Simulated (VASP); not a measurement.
Consider the following.

```
Ag2O
1.0
    4.74459     0.00000     0.00000
    0.00000     4.74459     0.00000
    0.00000     0.00000     4.74459
Ag O
4 2
Direct
  0.75000   0.25000   0.75000
  0.25000   0.75000   0.75000
  0.75000   0.75000   0.25000
  0.25000   0.25000   0.25000
  0.00000   0.00000   0.00000
  0.50000   0.50000   0.50000
```

Calculation: PBE GGA with D4 dispersion, VASP's PBE PAW potentials (set 64) (plane waves; VASP). Numerical set-up: 520 eV cut-off, 7×7×7 Γ-centred mesh, tetrahedra with Blöchl corrections, potentials Ag O.

Problem. Tabulate the total density of states (states/eV per cell) against energy (eV; zero at the valence-band maximum or, without a gap, the Fermi level).

Solution. 
(E (eV), DOS (states/eV)): (-9.99, 0.00); (-9.87, 0.00); (-9.64, 0.00); (-9.52, 0.00); (-9.29, 0.00); (-9.17, 0.00); (-8.94, 0.00); (-8.83, 0.00); (-8.59, 0.00); (-8.48, 0.00); (-8.25, 0.00); (-8.13, 0.00); (-7.90, 0.00); (-7.78, 0.00); (-7.55, 0.00); (-7.43, 0.00); (-7.32, 0.00); (-7.09, 0.00); (-6.97, 0.00); (-6.74, 0.32); (-6.62, 3.36); (-6.39, 15.4); (-6.27, 4.85); (-6.04, 2.70); (-5.92, 3.91); (-5.69, 1.29); (-5.58, 3.08); (-5.34, 2.82); (-5.23, 3.61); (-5.00, 8.42); (-4.88, 8.65); (-4.65, 3.77); (-4.53, 2.23); (-4.42, 1.34); (-4.18, 1.51); (-4.07, 6.17); (-3.84, 17.9); (-3.72, 9.16); (-3.49, 32.8); (-3.37, 23.8); (-3.14, 23.7); (-3.02, 23.9); (-2.79, 28.5); (-2.68, 4.16); (-2.44, 5.80); (-2.33, 7.07); (-2.09, 8.21); (-1.98, 5.95); (-1.86, 2.76); (-1.63, 5.58); (-1.51, 6.51); (-1.28, 2.42); (-1.17, 1.90); (-0.93, 3.35); (-0.82, 4.07); (-0.59, 7.06); (-0.47, 5.00); (-0.24, 1.57); (-0.12, 0.86); (0.11, 0.02); (0.23, 0.08); (0.46, 0.22); (0.57, 0.25); (0.81, 0.36); (0.92, 0.43); (1.04, 0.49); (1.27, 0.65); (1.39, 0.73); (1.62, 1.01); (1.74, 1.67); (1.97, 3.70); (2.08, 1.69); (2.32, 0.73); (2.43, 1.56); (2.66, 2.91); (2.78, 3.51); (3.01, 3.54); (3.13, 1.67); (3.36, 2.28); (3.48, 2.36)
Within 2 eV below the valence-band maximum the largest weight inside VASP's projection spheres is Ag d, then O p.

The compound is Ag2O in the cuprite structure. It was relaxed first.
